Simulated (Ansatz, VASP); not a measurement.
## In in two plane-wave programs

Aim: how closely do two programs agree when they are given the same cell, functional and k mesh? The cell is taken from a series of runs on this material, whose earlier steps may have relaxed, scaled, displaced or heated it; both programs get it as it stands.

Main program and level: Ansatz 0.2.0; plane waves, with VASP 6.6.1 beside it; elastic constants at LDA.

**1. Set-up**

Symmetry: I4/mmm, No. 139, tetragonal system. The conventional cell has a = 3.170 Å, b = 3.170 Å, c = 4.904 Å, α = 90.00°, β = 90.00°, γ = 90.00°. Nearest to In lie 12 In at 3.17 to 3.32 Å.

**2. Ansatz: elastic constants, LDA**

Ansatz runs on its default PAW (the set named soft_2) files.

Elastic constants are differences of stresses under small strains, so they test the stress and the mesh.

Input file input.yaml:

```yaml
crystal:
  lattice:
    - [-1.5851666683, 1.5851666683, 2.4518766818]
    - [1.5851666683, -1.5851666683, 2.4518766818]
    - [1.5851666683, 1.5851666683, -2.4518766818]
  atoms:
    - { symbol: In, position: [0.0, 0.0, 0.0] }
kpoints:
  mp_grid: { grid: [22, 22, 22] }
hamiltonian:
  xc: lda
scf:
  occupations: { method: fermi_dirac, width: 0.15 }
output:
  forces: true
  stress: true
  eigenvalues: true
elastic:
  mode: relaxed_ion
  amplitude: 0.01
```

On the command line:

```
$ ansatz run input.yaml --threads 8 --pin off --max-ram 14336MiB --backend cpu --events-out ev --progress --plain --runs-dir out
```

Numbers of over 12 decimals in the logs are rounded to 6 here.

The log of the run:

```text
band count auto-derived: 12 (N_el = 13.0; filled up to band 7; 11 by the electrons, moments and atoms)
Engine: ansatz 0.2.0, x86_64-unknown-linux-gnu
Pseudopotentials: kind: paw
Pseudopotential: In, paw, valence charge 13, recommended cutoff 420 eV (normal), In.paw.azcp
Functional definition: SPW92
  exchange = slater_x
  correlation = pw_c
Crystal: 1 atoms, lattice volume = 24.644 Å³
Basis set: ecut = 420 eV, 493 PW (Γ)
Bands: 12, of which v1, the nominal top of the filled ones, is band 7 counted from 1 (6 counted from 0)
Symmetry: 16 space group operations
Space group: I4/mmm (ITA 139), of the structure as read, at distance tolerance 2.9e-5 Å
k-points: 834 of 10648
Non-local potential: In, projectors of the file, l = 0: 2, l = 1: 2, l = 2: 2, l = 3: 2
PAW form: soft (Blöchl's): semilocal exchange-correlation on the pseudo side does not see the compensation charge
PAW frozen core: In, regenerated for the run's functional, and the local potential with it (the file was generated under x = pbe(κ = 0.804, μ = 0.219515), c = pbe(β = 0.066725))
PAW one-centre angular grid: In, 590 points (default); XC on 64 Gauss nodes
Initial density: superposition of atomic densities (neutral atoms: chi_scale 0, normalization atom), corrected by the library's trained network
Initial wavefunctions: pseudopotential atomic-orbital guess
Functional: x = slater, c = lda
SCF iter   1: F=—  HF=-5457.182864 eV  |F-HF|=—  |Δ(HF+E_count)|=         —  Δρ=7.63e-3  dr2=7.93e-3  ethr=1.77e-3  ⟨swp⟩=5.0  Hψ=57403  notcnv=0
preconditioner: auto → none  [metal: Δε(μ)=0.022 eV  Ē_g=21.480 eV  σ=0.150 eV  W_gap=0.04  n_scr=8 (ndim 8)  ℏωp=27.0 eV  f_vac=0.000  D(μ)=0.42/eV (n_scr^D=0)  sad-step TF]
SCF iter   2: F=—  HF=-5457.179409 eV  |F-HF|=—  |Δ(HF+E_count)|=   3.45e-3  Δρ=3.25e-3  dr2=1.40e-3  ethr=6.10e-5  ⟨swp⟩=1.8  Hψ=19757  notcnv=0
SCF iter   3: F=—  HF=-5457.178914 eV  |F-HF|=—  |Δ(HF+E_count)|=   4.95e-4  Δρ=2.59e-4  dr2=1.07e-5  ethr=1.08e-5  ⟨swp⟩=2.0  Hψ=13850  notcnv=0  defer=1
SCF iter   4: F=—  HF=-5457.178912 eV  |F-HF|=—  |Δ(HF+E_count)|=   1.58e-6  Δρ=1.46e-4  dr2=3.91e-6  ethr=8.23e-8  ⟨swp⟩=2.0  Hψ=15049  notcnv=0  defer=1
SCF iter   5: F=—  HF=-5457.178909 eV  |F-HF|=—  |Δ(HF+E_count)|=   3.54e-6  Δρ=3.35e-5  dr2=2.25e-7  ethr=3.01e-8  ⟨swp⟩=2.6  Hψ=15653  notcnv=0  defer=1
SCF iter   6: F=—  HF=-5457.178909 eV  |F-HF|=—  |Δ(HF+E_count)|=   6.07e-7  Δρ=1.86e-6  dr2=7.54e-10  ethr=1.73e-9  ⟨swp⟩=2.0  Hψ=14035  notcnv=0  defer=1
SCF iter   7: F=—  HF=-5457.178909 eV  |F-HF|=—  |Δ(HF+E_count)|=  4.67e-10  Δρ=7.78e-8  dr2=8.47e-13  ethr=5.80e-12  ⟨swp⟩=2.0  Hψ=15260  notcnv=0  defer=1
SCF iter   8: F=-5457.178909 eV  HF=-5457.178909 eV  |F-HF|=2.73e-12  |Δ(HF+E_count)|=  6.37e-12  Δρ=3.87e-9  dr2=2.21e-15  ethr=1.00e-12  ⟨swp⟩=6.3  Hψ=36065  notcnv=0
SCF 1 converged in 8 iterations: F = -5457.178909 eV  dr2 = 2.21e-15
  greatest PAW one-centre occupation: 0.982 electrons in one spin orbital (limit 2), on the In atom at site 0 (counted from 0), in its partial waves of l = 2
Crystal: 1 atoms, lattice volume = 24.151 Å³
Basis set: ecut = 420 eV, 477 PW (Γ)
Symmetry: 8 space group operations
k-points: 1530 of 10648
Initial density: handed on by an earlier stage of this run
Initial wavefunctions: those handed on with the density
iter 1 solved again at ethr=1.91e-6 eV; its pass at ethr=3.10e-3 eV (dr2=2.49e-4 eV) is discarded
SCF iter   1: F=—  HF=-5457.176719 eV  |F-HF|=—  |Δ(HF+E_count)|=         —  Δρ=9.01e-4  dr2=2.46e-4  ethr=1.91e-6  ⟨swp⟩=1.9  Hψ=155208  notcnv=0  defer=487
preconditioner: auto → none  [metal: Δε(μ)=0.005 eV  Ē_g=21.702 eV  σ=0.150 eV  W_gap=0.01  n_scr=8 (ndim 8)  ℏωp=27.2 eV  f_vac=0.000  D(μ)=0.42/eV (n_scr^D=0)]
[...]
SCF 2 converged in 7 iterations: F = -5457.176634 eV  dr2 = 3.84e-14
Crystal: 1 atoms, lattice volume = 25.137 Å³
Basis set: ecut = 420 eV, 497 PW (Γ)
[...]
SCF 14 converged in 6 iterations: F = -5457.178765 eV  dr2 = 2.92e-14
[...]
SCF iter   5: F=—  HF=-5457.178765 eV  |F-HF|=—  |Δ(HF+E_count)|=  3.64e-12  Δρ=4.24e-8  dr2=1.91e-13  ethr=4.76e-13 (applied; sched 1.00e-12)  ⟨swp⟩=1.7  Hψ=20350  notcnv=0  defer=257
SCF iter   6: F=-5457.178765 eV  HF=-5457.178765 eV  |F-HF|=1.82e-12  |Δ(HF+E_count)|=  9.09e-13  Δρ=4.50e-9  dr2=1.95e-15  ethr=1.00e-12  ⟨swp⟩=4.0  Hψ=51139  notcnv=0
SCF 15 converged in 6 iterations: F = -5457.178765 eV  dr2 = 1.95e-15
SCF iter   1: F=—  HF=-5457.178873 eV  |F-HF|=—  |Δ(HF+E_count)|=         —  Δρ=4.12e-6  dr2=9.42e-11  ethr=1.00e-12  ⟨swp⟩=9.8  Hψ=152311  notcnv=0  defer=110
preconditioner: auto → none  [metal: Δε(μ)=0.014 eV  Ē_g=21.576 eV  σ=0.150 eV  W_gap=0.02  n_scr=8 (ndim 8)  ℏωp=27.0 eV  f_vac=0.000  D(μ)=0.42/eV (n_scr^D=0)]
SCF iter   2: F=—  HF=-5457.178873 eV  |F-HF|=—  |Δ(HF+E_count)|=   2.47e-9  Δρ=2.06e-6  dr2=2.35e-11  ethr=7.25e-13 (applied; sched 1.00e-12)  ⟨swp⟩=1.0  Hψ=30616  notcnv=0  defer=130
SCF iter   3: F=—  HF=-5457.178873 eV  |F-HF|=—  |Δ(HF+E_count)|=  8.24e-10  Δρ=4.29e-8  dr2=2.87e-13  ethr=1.80e-13 (applied; sched 1.00e-12)  ⟨swp⟩=1.0  Hψ=17626  notcnv=0  defer=306
[...]
Free energy (F): -5457.178909 eV
Harris-Foulkes:  -5457.178909 eV  (|F-HF|=2.73e-12)
Internal energy: -5457.147286 eV  (E = F + TS)
E sigma→0 (E₀):  -5457.163097 eV
Entropy (-TS):   -0.031624 eV (-31.624 meV/atom)
Fermi energy:    10.742434 eV
--- Per-component energies (eV) ---
  E_band       = -17.024694
  E_kinetic    = 242.809535
  E_local      = -1041.719637  (includes V_loc(G=0)·N_el)
  E_nonlocal   = 369.206081
  E_hartree    = 406.979499
  E_xc         = -214.505298
  E_vxc        = -102.160351  (∫ρ·V_xc dr)
  E_paw        = -4012.780048  (= ΣΔE_a)
  E_vpaw       = -299.119344  (= ΣTr[D̂ρ^β])
  E_aug_tail   = 0.000025  (compensation charges beyond the density's cutoff)
  E_ewald      = -1207.421978
  E_core_change = 0.284536  (= ΣΔE_core)
  E_smearing   = -0.031624  (= −TS)
  E_closure    = 0.000000  (closes the sum)
  Σ components = -5457.178909   (vs F -5457.178909, Δ=0.00e0)
--- Forces (eV/Å), atoms counted from 1 ---
  atom   1  In     0.00000000    -0.00000000     0.00000000
  max |Σ_I F_I| component: 5.92e-31 eV/Å
--- Stress (GPa, compression-positive) ---
       -0.003710       0.000000       0.000000
        0.000000      -0.003710       0.000000
        0.000000       0.000000      -0.003491
  P = ⅓ Tr σ = -0.0036 GPa (-0.036 kbar)
--- Band table (eV; the first three rows and the last of 834) ---
  k-point 0: bands = [... 3 lower, -3.7319, -3.5833, 0.7491, 21.7094, 21.7094, 21.9290, 22.5919, 25.3076, ... 1 higher]
  k-point 1: bands = [... 3 lower, -3.7285, -3.5883, 0.8159, 21.2471, 21.4582, 21.4635, 22.2893, 25.8235, ... 1 higher]
  k-point 2: bands = [... 3 lower, -3.7201, -3.6024, 1.0171, 20.2782, 20.5051, 20.8468, 21.6668, 26.2826, ... 1 higher]
  k-point 833: bands = [... 3 lower, -3.4383, -3.4383, 7.6036, 7.7755, 15.7558, 15.7558, 19.4859, 19.5719, ... 1 higher]
--- Elastic constants: 4 strain directions × 4 members + reference (group order 16) ---
  dense FFT box of the reference and of every strained cell: 24×24×24
  strains applied: 11, 33, 23, 12; error gains: componentwise 1.00 (the most a stress slope's error grows in a printed constant), spectral 1.41 (1 for all six strains in a standard setting)
  C = ∂σ_k/∂η_j (tension-positive GPa; Voigt order 11 22 33 23 13 12):
        68.869     31.758     46.600     -0.000      0.000      0.000
        31.758     68.869     46.600      0.000      0.000      0.000
        46.589     46.589     53.610      0.000      0.000     -0.000
         0.000      0.000      0.000      7.143      0.000     -0.000
         0.000      0.000      0.000      0.000      7.143     -0.000
         0.000      0.000     -0.000      0.000      0.000      4.768
  reference stress σ⁰ (GPa):      0.004      0.004      0.003     -0.000     -0.000     -0.000
  C* (energy form; C + prestress term) asymmetry max|C*_kj − C*_jk| = 1.143e-2 GPa — a small one proves nothing (zero by symmetry where the batch's group is 432, −43m or m−3m); a large one is finite-difference/SCF noise where every solve meets its electron count
  moduli (Voigt/Reuss/Hill, GPa): K = 49.03/49.03/49.03   G = 8.24/6.07/7.16   E = 20.47   ν = 0.430
  mechanically stable: yes (min eigenvalue of sym C = 4.77 GPa)
  strain η (Voigt 11):  stress-route row diagonal C_11 = 68.87 GPa, energy-path curvature d²(F+E_count+ΔE)/dδ²/Ω₀ = 68.87 GPa
    cells at ±δ against ±2δ: C11 68.96 and 69.23 GPa, apart by 0.39 % of the column's largest entry
         δ    σ_11 (GPa)             F (eV)   n_scf  n_hpsi   n_pw
    -2.000e-2      -1.5390       -5457.1766337       7  377504    487   relax 0 steps, max|allowed force component| 0.00e0 eV/Å
    -1.000e-2      -0.7254       -5457.1783641       4  305018    491   relax 0 steps, max|allowed force component| 0.00e0 eV/Å
     1.000e-2       0.6538       -5457.1783942       4  297985    503   relax 0 steps, max|allowed force component| 0.00e0 eV/Å
     2.000e-2       1.2302       -5457.1769366       6  324813    509   relax 0 steps, max|allowed force component| 0.00e0 eV/Å
  strain η (Voigt 33):  stress-route row diagonal C_33 = 53.61 GPa, energy-path curvature d²(F+E_count+ΔE)/dδ²/Ω₀ = 53.63 GPa
    cells at ±δ against ±2δ: C33 53.55 and 53.38 GPa, apart by 0.32 % of the column's largest entry
         δ    σ_33 (GPa)             F (eV)   n_scf  n_hpsi   n_pw
    -2.000e-2      -1.1018       -5457.1772376       6  192998    493   relax 0 steps, max|allowed force component| 0.00e0 eV/Å
    -1.000e-2      -0.5403       -5457.1784982       4  156679    493   relax 0 steps, max|allowed force component| 0.00e0 eV/Å
     1.000e-2       0.5308       -5457.1784963       4  165443    505   relax 0 steps, max|allowed force component| 0.00e0 eV/Å
     2.000e-2       1.0333       -5457.1772900       6  173692    506   relax 0 steps, max|allowed force component| 0.00e0 eV/Å
  strain η (Voigt 23):  stress-route row diagonal C_44 = 7.14 GPa, energy-path curvature d²(F+E_count+ΔE)/dδ²/Ω₀ = 7.14 GPa
    cells at ±δ against ±2δ: C44 7.13 and 7.10 GPa, apart by 0.47 % of the column's largest entry
         δ    σ_23 (GPa)             F (eV)   n_scf  n_hpsi   n_pw
    -2.000e-2      -0.1420       -5457.1786903       7  644744    498   relax 0 steps, max|allowed force component| 0.00e0 eV/Å
    -1.000e-2      -0.0713       -5457.1788546       3  514440    498   relax 0 steps, max|allowed force component| 0.00e0 eV/Å
     1.000e-2       0.0713       -5457.1788546       3  502681    498   relax 0 steps, max|allowed force component| 0.00e0 eV/Å
     2.000e-2       0.1420       -5457.1786902       5  559129    498   relax 0 steps, max|allowed force component| 0.00e0 eV/Å
  strain η (Voigt 12):  stress-route row diagonal C_66 = 4.77 GPa, energy-path curvature d²(F+E_count+ΔE)/dδ²/Ω₀ = 4.77 GPa
    cells at ±δ against ±2δ: C66 4.73 and 4.61 GPa, apart by 2.57 % of the column's largest entry
         δ    σ_12 (GPa)             F (eV)   n_scf  n_hpsi   n_pw
    -2.000e-2      -0.0921       -5457.1787653       6  328943    497   relax 0 steps, max|allowed force component| 0.00e0 eV/Å
    -1.000e-2      -0.0473       -5457.1788728       4  284844    497   relax 0 steps, max|allowed force component| 0.00e0 eV/Å
     1.000e-2       0.0473       -5457.1788728       4  278766    497   relax 0 steps, max|allowed force component| 0.00e0 eV/Å
     2.000e-2       0.0921       -5457.1787653       6  300718    497   relax 0 steps, max|allowed force component| 0.00e0 eV/Å
[key lines of the parts left out:]
SCF converged after 8 iterations
```

(Part 1 of 2 ends here.)

[Lines on the potential files, build, host, timing and source positions are cut from VASP's logs without a mark.]

[Logs are printed without paths, hosts, clocks, repeated set-up lines and the standing remarks that a program may print on its own settings, such as how far it seeks lower states.]

[Hosts, paths, dates, database ids (printed as entryN), source tags and the programs' standing remarks are cut or masked in the printed files.]
